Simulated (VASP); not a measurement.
# VPO5: structure and properties in VASP, part 5 of 9

What structure and properties does PBEsol + D3(BJ) + U give VPO5, and how near are they to the measured ones? The start is a computed cell from the Materials Project.

VASP 6.6.1; PBEsol with D3(BJ), DFT+U (V d 4 eV), spin-polarised from a ferromagnetic start; plane waves and PAW (V_sv, P, O).

So far, gap on the k-mesh (eV): step 2 (full relaxation (PBEsol + D3(BJ) + U)) 2.11; step 3 (second relaxation) 2.11.

## (5) Bands along the symmetry lines (PBEsol + D3(BJ) + U)

The mesh alone shows little of the dispersion and can miss band extrema, so KPOINTS_OPT adds a path through the symmetry points after the self-consistent cycle.

INCAR

```
SYSTEM = VPO5
PREC = Accurate
ENCUT = 520
EDIFF = 1E-06
NELM = 100
ISMEAR = 0
SIGMA = 0.05
LREAL = .FALSE.
ALGO = Normal
GGA = PS
IVDW = 12
NBANDS = 90
ISPIN = 2
MAGMOM = 2 2 0 0 0 0 0 0 0 0 0 0 0 0
LDAU = .TRUE.
LDAUTYPE = 2
LDAUL = 2 -1 -1
LDAUU = 4 0 0
LDAUJ = 0 0 0
LDAUPRINT = 1
LASPH = .TRUE.
LMAXMIX = 4
LORBIT = 11
LWAVE = .FALSE.
LCHARG = .FALSE.
KPAR = 8
```

POSCAR

```
VPO5
1.0
    3.6170787136     -3.4514216147     -0.0354071261
    3.6170787136      3.4514216147     -0.0354071261
   -3.3394706028      0.0000000000      6.3583339124
V P O
2 2 10
Direct
    0.4828922169      0.9531911590      0.4687110892
    0.9531911590      0.4828922169      0.9687110892
    0.1368702453      0.8718410873      0.7543018399
    0.8718410873      0.1368702453      0.2543018399
    0.1695887649      0.1664609187      0.9307509595
    0.8463306640      0.8270600026      0.5749556278
    0.8270600026      0.8463306640      0.0749556278
    0.1664609187      0.1695887649      0.4307509595
    0.6389388383      0.1667990418      0.3523395969
    0.8507019923      0.3802284933      0.1677590230
    0.3802284933      0.8507019923      0.6677590230
    0.1667990418      0.6389388383      0.8523395969
    0.3425669985      0.6770575770      0.2591818636
    0.6770575770      0.3425669985      0.7591818636
```

KPOINTS

```
Automatic mesh
0
Gamma
6 6 4
0 0 0
```

KPOINTS_OPT

```
Line mode
12
Line-mode
Reciprocal
  0.00000000   0.00000000   0.00000000 GAMMA
  0.46840422   0.46840422  -0.86754788 Y

  0.46840422   0.46840422  -0.86754788 Y
  0.49367498   0.49367498  -0.81838716 F

  0.49367498   0.49367498  -0.81838716 F
  0.50000000   0.50000000  -0.50000000 L

  0.50000000   0.50000000  -0.50000000 L
  0.59656549   0.40343451  -0.50000000 I

  0.40343451  -0.40343451   0.50000000 I1
  0.00000000   0.00000000   0.50000000 Z

  0.00000000   0.00000000   0.50000000 Z
  0.44313347   0.44313347   0.08329140 H

  0.44313347   0.44313347   0.08329140 H
  0.50632502   0.50632502  -0.18161284 F1

  0.55686653  -0.44313347  -0.08329140 H1
  0.53159578  -0.46840422  -0.13245212 Y1

  0.53159578  -0.46840422  -0.13245212 Y1
  0.50000000  -0.50000000   0.00000000 X

  0.50000000  -0.50000000   0.00000000 X
  0.00000000   0.00000000   0.00000000 GAMMA

  0.00000000   0.00000000   0.00000000 GAMMA
  0.50000000   0.00000000  -0.50000000 N

  0.50000000   0.00000000   0.00000000 M
  0.00000000   0.00000000   0.00000000 GAMMA
```

The projector-augmented-wave data sets are V_sv, P and O (PBE family, release 64).

The run is started by

```console
$ mpirun -np 8 vasp_std
```

What it wrote:

```text
[... set-up lines as in an earlier step ...]
 entering main loop
       N       E                     dE             d eps       ncg     rms          rms(c)
DAV:   1     0.909700779297E+03    0.90970E+03   -0.50533E+04 17232   0.108E+03
DAV:   2    -0.691344847946E+02   -0.97884E+03   -0.92396E+03 18530   0.335E+02
DAV:   3    -0.135128913395E+03   -0.65994E+02   -0.64988E+02 20066   0.969E+01
DAV:   4    -0.135895253257E+03   -0.76634E+00   -0.76533E+00 19296   0.111E+01
DAV:   5    -0.135901468192E+03   -0.62149E-02   -0.62145E-02 19440   0.100E+00    0.722E+01
DAV:   6    -0.116270186522E+03    0.19631E+02   -0.54260E+01 21106   0.572E+01    0.418E+01
DAV:   7    -0.116154161276E+03    0.11603E+00   -0.52390E+01 18606   0.692E+01    0.366E+01
DAV:   8    -0.108811816094E+03    0.73423E+01   -0.44752E+00 18612   0.143E+01    0.152E+01
DAV:   9    -0.106651106126E+03    0.21607E+01   -0.10537E+00 22692   0.953E+00    0.408E+00
DAV:  10    -0.106670530170E+03   -0.19424E-01   -0.36841E-01 18974   0.236E+00    0.229E+00
DAV:  11    -0.106671437439E+03   -0.90727E-03   -0.41548E-02 19306   0.115E+00    0.137E+00
DAV:  12    -0.106673172517E+03   -0.17351E-02   -0.26037E-02 19528   0.108E+00    0.503E-01
DAV:  13    -0.106672287452E+03    0.88506E-03   -0.31687E-03 18580   0.364E-01    0.229E-01
DAV:  14    -0.106672630348E+03   -0.34290E-03   -0.13121E-03 18608   0.194E-01    0.171E-01
DAV:  15    -0.106672736280E+03   -0.10593E-03   -0.10853E-04 18500   0.677E-02    0.667E-02
DAV:  16    -0.106672746381E+03   -0.10100E-04   -0.42096E-05 19192   0.342E-02    0.224E-02
DAV:  17    -0.106672748012E+03   -0.16315E-05   -0.99912E-06 18384   0.131E-02    0.123E-02
DAV:  18    -0.106672748935E+03   -0.92319E-06   -0.96998E-07 14368   0.682E-03
   1 F= -.10849966E+03 E0= -.10849966E+03  d E =-.657918E-18  mag=    -0.0000
 Start KPOINTS_OPT (optional k-point list driver)
k-point batch [1-47\144]
       N       E                     dE             ncg
DAV:   1    -0.382012772072E+04   -0.11742E+06    17552
DAV:   2    -0.486828344867E+05   -0.44863E+05    18652
DAV:   3    -0.516415222737E+05   -0.29587E+04    20140
DAV:   4    -0.516771771142E+05   -0.35655E+02    19352
DAV:   5    -0.516774585662E+05   -0.28145E+00    19368
DAV:   6    -0.516774630190E+05   -0.44529E-02    19536
DAV:   7    -0.516774631200E+05   -0.10092E-03    19600
DAV:   8    -0.516774631226E+05   -0.26425E-05    15224
DAV:   9    -0.516774631227E+05   -0.14268E-06    12896
[...]
k-point batch [142-144\144]
       N       E                     dE             ncg
DAV:   1     0.723635990881E+05   -0.71881E+03     1104
DAV:   2     0.694960007194E+05   -0.28676E+04     1198
DAV:   3     0.693085147751E+05   -0.18749E+03     1246
DAV:   4     0.693062922302E+05   -0.22225E+01     1256
DAV:   5     0.693062740878E+05   -0.18142E-01     1240
DAV:   6     0.693062737927E+05   -0.29503E-03     1256
DAV:   7     0.693062737858E+05   -0.68933E-05     1248
DAV:   8     0.693062737856E+05   -0.19069E-06     1000
```

Wall time 6.9 min (8 MPI ranks of AMD EPYC 9R14 (Zen 4), shared host); peak memory 12 GiB; 53 min of CPU time.

OUTCAR, selected parts (step 5):

```text
   k-points           NKPTS =     47   k-points in BZ     NKDIM =     47   number of bands    NBANDS=     90

   NELECT =      96.0000    total number of electrons

atom =   1  type =  1  l = 2

 onsite density matrix

spin component  1

spin component  2

  0.2101  0.0660  0.0044  0.0420  0.0254
  0.0660  0.2721  0.0536  0.0276  0.0230
  0.0044  0.0536  0.3182  0.0664  0.0225
  0.0420  0.0276  0.0664  0.3783 -0.0000
  0.0254  0.0230  0.0225 -0.0000  0.3051

 occupancies and eigenvectors

  o =  0.1579  v =  0.8049 -0.5158  0.2291 -0.1577 -0.0933  0.0000  0.0000  0.0000  0.0000  0.0000      0.0000  0.0000  0.0000  0.0000  0.0000  0.0000  0.0000  0.0000  0.0000  0.0000
  o =  0.1579  v =  0.0000  0.0000  0.0000  0.0000  0.0000  0.8049 -0.5158  0.2291 -0.1577 -0.0933      0.0000  0.0000  0.0000  0.0000  0.0000  0.0000  0.0000  0.0000  0.0000  0.0000
  o =  0.2661  v = -0.4511 -0.6553  0.3736  0.1090  0.4643  0.0000  0.0000  0.0000  0.0000  0.0000      0.0000  0.0000  0.0000  0.0000  0.0000  0.0000  0.0000  0.0000  0.0000  0.0000
  o =  0.2661  v =  0.0000  0.0000  0.0000  0.0000  0.0000 -0.4511 -0.6553  0.3736  0.1090  0.4643      0.0000  0.0000  0.0000  0.0000  0.0000  0.0000  0.0000  0.0000  0.0000  0.0000
  o =  0.2758  v =  0.2356 -0.1648 -0.7193  0.4142  0.4780  0.0000  0.0000  0.0000  0.0000  0.0000      0.0000  0.0000  0.0000  0.0000  0.0000  0.0000  0.0000  0.0000  0.0000  0.0000
  o =  0.2758  v =  0.0000  0.0000  0.0000  0.0000  0.0000  0.2357 -0.1648 -0.7193  0.4142  0.4780      0.0000  0.0000  0.0000  0.0000  0.0000  0.0000  0.0000  0.0000  0.0000  0.0000
  o =  0.3278  v = -0.1790 -0.3762 -0.1400  0.5386 -0.7188  0.0000  0.0000  0.0000  0.0000  0.0000      0.0000  0.0000  0.0000  0.0000  0.0000  0.0000  0.0000  0.0000  0.0000  0.0000
  o =  0.3278  v =  0.0000  0.0000  0.0000  0.0000  0.0000 -0.1790 -0.3762 -0.1400  0.5386 -0.7188      0.0000  0.0000  0.0000  0.0000  0.0000  0.0000  0.0000  0.0000  0.0000  0.0000
  o =  0.4561  v =  0.2470  0.3685  0.5206  0.7082  0.1750  0.0000  0.0000  0.0000  0.0000  0.0000      0.0000  0.0000  0.0000  0.0000  0.0000  0.0000  0.0000  0.0000  0.0000  0.0000
  o =  0.4561  v =  0.0000  0.0000  0.0000  0.0000  0.0000  0.2470  0.3685  0.5206  0.7082  0.1750      0.0000  0.0000  0.0000  0.0000  0.0000  0.0000  0.0000  0.0000  0.0000  0.0000

atom =   2  type =  1  l = 2

 onsite density matrix

spin component  1

spin component  2

  0.2101  0.0660 -0.0044 -0.0420 -0.0254
  0.0660  0.2721 -0.0536 -0.0276 -0.0230
 -0.0044 -0.0536  0.3182  0.0664  0.0225
 -0.0420 -0.0276  0.0664  0.3783 -0.0000
 -0.0254 -0.0230  0.0225 -0.0000  0.3051

 occupancies and eigenvectors

  o =  0.1579  v =  0.8049 -0.5158 -0.2291  0.1577  0.0933  0.0000  0.0000  0.0000  0.0000  0.0000      0.0000  0.0000  0.0000  0.0000  0.0000  0.0000  0.0000  0.0000  0.0000  0.0000
  o =  0.1579  v =  0.0000  0.0000  0.0000  0.0000  0.0000  0.8049 -0.5158 -0.2291  0.1577  0.0933      0.0000  0.0000  0.0000  0.0000  0.0000  0.0000  0.0000  0.0000  0.0000  0.0000
  o =  0.2661  v = -0.4511 -0.6553 -0.3736 -0.1090 -0.4643  0.0000  0.0000  0.0000  0.0000  0.0000      0.0000  0.0000  0.0000  0.0000  0.0000  0.0000  0.0000  0.0000  0.0000  0.0000
  o =  0.2661  v =  0.0000  0.0000  0.0000  0.0000  0.0000 -0.4511 -0.6553 -0.3736 -0.1090 -0.4643      0.0000  0.0000  0.0000  0.0000  0.0000  0.0000  0.0000  0.0000  0.0000  0.0000
  o =  0.2758  v = -0.2356  0.1648 -0.7193  0.4142  0.4780  0.0000  0.0000  0.0000  0.0000  0.0000      0.0000  0.0000  0.0000  0.0000  0.0000  0.0000  0.0000  0.0000  0.0000  0.0000
  o =  0.2758  v =  0.0000  0.0000  0.0000  0.0000  0.0000 -0.2357  0.1648 -0.7193  0.4142  0.4780      0.0000  0.0000  0.0000  0.0000  0.0000  0.0000  0.0000  0.0000  0.0000  0.0000
  o =  0.3278  v =  0.1790  0.3762 -0.1400  0.5386 -0.7188  0.0000  0.0000  0.0000  0.0000  0.0000      0.0000  0.0000  0.0000  0.0000  0.0000  0.0000  0.0000  0.0000  0.0000  0.0000
  o =  0.3278  v =  0.0000  0.0000  0.0000  0.0000  0.0000  0.1790  0.3762 -0.1400  0.5386 -0.7188      0.0000  0.0000  0.0000  0.0000  0.0000  0.0000  0.0000  0.0000  0.0000  0.0000
  o =  0.4561  v = -0.2470 -0.3685  0.5206  0.7082  0.1750  0.0000  0.0000  0.0000  0.0000  0.0000      0.0000  0.0000  0.0000  0.0000  0.0000  0.0000  0.0000  0.0000  0.0000  0.0000
  o =  0.4561  v =  0.0000  0.0000  0.0000  0.0000  0.0000 -0.2470 -0.3685  0.5206  0.7082  0.1750      0.0000  0.0000  0.0000  0.0000  0.0000  0.0000  0.0000  0.0000  0.0000  0.0000

 E-fermi :   2.2932

 spin component 1
 k-point     1 :       0.0000    0.0000    0.0000
  band No.  band energies     occupation
    ...
     44       1.2810      1.00000
     45       1.3775      1.00000
     46       1.4770      1.00000
     47       1.5912      1.00000
     48       1.9056      1.00000
     49       4.1137      0.00000
     50       4.4212      0.00000
     51       4.7745      0.00000
     52       4.9406      0.00000
     53       5.0504      0.00000
    ...

 k-point     2 :       0.1667    0.0000   -0.0000
  band No.  band energies     occupation
    ...
     44       1.0898      1.00000
     45       1.3882      1.00000
     46       1.5046      1.00000
     47       1.6136      1.00000
     48       1.8563      1.00000
     49       4.1904      0.00000
     50       4.4875      0.00000
     51       4.8049      0.00000
     52       5.0093      0.00000
     53       5.0457      0.00000
    ...

 Edisp (eV)   -1.82692

  Total       0.02534     0.01919     0.00703     0.00000     0.00000     0.00867
  in kB       0.25706     0.19462     0.07128     0.00000     0.00000     0.08792
  external pressure =        0.17 kB  Pullay stress =        0.00 kB

 POSITION                                       TOTAL-FORCE (eV/Angst)
 -----------------------------------------------------------------------------------
      3.62918      1.62320      2.92937         0.000688      0.009087     -0.000262
      1.95944     -1.62320      6.10854         0.000688     -0.009087     -0.000262
      1.12962      2.53669      4.76039        -0.000573     -0.003108      0.000655
      2.79935     -2.53669      1.58122        -0.000573      0.003108      0.000655
     -1.89270     -0.01080      5.90613         0.001492      0.004351      0.003005
      4.13274     -0.06651      3.59651         0.003819     -0.006785     -0.003615
      5.80247      0.06651      0.41734         0.003819      0.006785     -0.003615
     -0.22296      0.01080      2.72696         0.001492     -0.004351      0.003005
      1.73779     -1.62955      2.21176        -0.002371      0.000524      0.000829
      3.89215     -1.62380      1.02308        -0.000668     -0.000019     -0.002889
      2.22241      1.62380      4.20225        -0.000668      0.000019     -0.002889
      0.06805      1.62955      5.39093        -0.002371     -0.000524      0.000829
      2.82253      1.15447      1.61186        -0.002388     -0.003940      0.002277
      1.15280     -1.15447      4.79103        -0.002388      0.003940      0.002277
 -----------------------------------------------------------------------------------
    total drift:                               -0.000970     -0.000000     -0.001102

  FREE ENERGIE OF THE ION-ELECTRON SYSTEM (eV)
  ---------------------------------------------------
  free  energy   TOTEN  =      -108.4996640836 eV

  energy  without entropy=     -108.4996640836  energy(sigma->0) =     -108.49966408

[... 11 parts as in an earlier step ...]

[... 13 further parts left out ...]
```

Numbers from this step:

| Quantity | Value |
| --- | --- |
| bands | 90 |
| Fermi energy | 2.293 eV |
| pressure | 0.01743 GPa |
| least gap on mesh and path | 2.112 eV |
| least direct gap on mesh and path | 2.208 eV |

Both spin channels agree. Electronic bands along the path, in eV, zero at the valence-band top; v1 is the highest filled band, c1 the lowest empty one:

```tsv
point	v4	v3	v2	v1	c1	c2	c3	c4
Γ	-0.62	-0.52	-0.41	-0.10	2.11	2.42	2.77	2.94
0.55 of the way	-0.88	-0.55	-0.43	-0.14	2.42	2.53	2.67	2.85
Y	-0.93	-0.73	-0.57	-0.40	2.50	2.76	2.87	2.93
0.55 of the way	-0.95	-0.74	-0.58	-0.41	2.51	2.76	2.88	2.96
F	-0.96	-0.75	-0.59	-0.41	2.52	2.76	2.89	3.00
0.55 of the way	-0.99	-0.83	-0.54	-0.40	2.59	2.71	2.97	3.01
L	-0.92	-0.92	-0.45	-0.45	2.66	2.66	3.02	3.02
0.45 of the way	-0.91	-0.91	-0.45	-0.45	2.65	2.65	3.02	3.02
I	-0.90	-0.90	-0.43	-0.43	2.63	2.63	3.02	3.02
jump to I1	-0.90	-0.90	-0.43	-0.43	2.63	2.63	3.02	3.02
0.45 of the way	-0.74	-0.74	-0.32	-0.32	2.46	2.46	2.97	2.97
Z	-0.44	-0.44	-0.25	-0.25	2.25	2.25	2.95	2.95
0.45 of the way	-0.80	-0.66	-0.31	-0.14	2.40	2.44	2.77	2.91
H	-0.90	-0.71	-0.55	-0.41	2.48	2.76	2.87	2.91
0.45 of the way	-0.92	-0.70	-0.56	-0.46	2.49	2.78	2.87	2.95
F1	-0.96	-0.75	-0.59	-0.41	2.52	2.76	2.89	3.00
jump to H1	-0.90	-0.71	-0.55	-0.41	2.48	2.76	2.87	2.91
0.45 of the way	-0.91	-0.72	-0.56	-0.41	2.49	2.76	2.87	2.91
Y1	-0.93	-0.73	-0.57	-0.40	2.50	2.76	2.87	2.93
0.55 of the way	-0.93	-0.71	-0.57	-0.44	2.49	2.78	2.87	2.92
X	-0.94	-0.70	-0.56	-0.45	2.49	2.78	2.87	2.92
0.45 of the way	-0.85	-0.56	-0.41	-0.24	2.51	2.60	2.81	2.91
Γ	-0.62	-0.52	-0.41	-0.10	2.11	2.42	2.77	2.94
0.45 of the way	-0.62	-0.51	-0.26	-0.17	2.21	2.53	2.78	2.87
N	-0.61	-0.50	-0.42	0.00	2.23	2.61	2.70	2.84
jump to M	-0.68	-0.58	-0.46	-0.18	2.27	2.67	2.97	3.00
```

Of the projections kept (V, P, O), the largest for each band there; the rest of the weight can lie on other orbitals:

```tsv
point	v4	v3	v2	v1	c1	c2	c3	c4
Γ	O 0.90	O 0.97	O 0.98	O 0.97	V 0.92	V 0.88	V 0.75	V 0.79
Y	O 0.91	O 0.93	O 0.96	O 0.98	V 0.84	V 0.79	V 0.75	V 0.80
F	O 0.90	O 0.93	O 0.96	O 0.98	V 0.83	V 0.79	V 0.75	V 0.76
L	O 0.93	O 0.93	O 0.97	O 0.97	V 0.81	V 0.81	V 0.76	V 0.76
I	O 0.93	O 0.93	O 0.97	O 0.97	V 0.81	V 0.81	V 0.77	V 0.77
I1	O 0.93	O 0.93	O 0.97	O 0.97	V 0.82	V 0.82	V 0.77	V 0.77
```

The path finds the gap of the mesh within 0.02 eV, so the mesh comes close to both band edges.

(Continued in part 6 of 9.)

[Lines on the potential files, build, host, timing and source positions are cut from VASP's logs without a mark.]

[Logs are printed without paths, hosts, clocks, repeated set-up lines and the standing remarks that a program may print on its own settings, such as how far it seeks lower states.]

[Hosts, paths, dates, database ids (printed as entryN), source tags and the programs' standing remarks are cut or masked in the printed files.]

[A measured line is paired with the nearest computed mode of its activity, which favours agreement.]
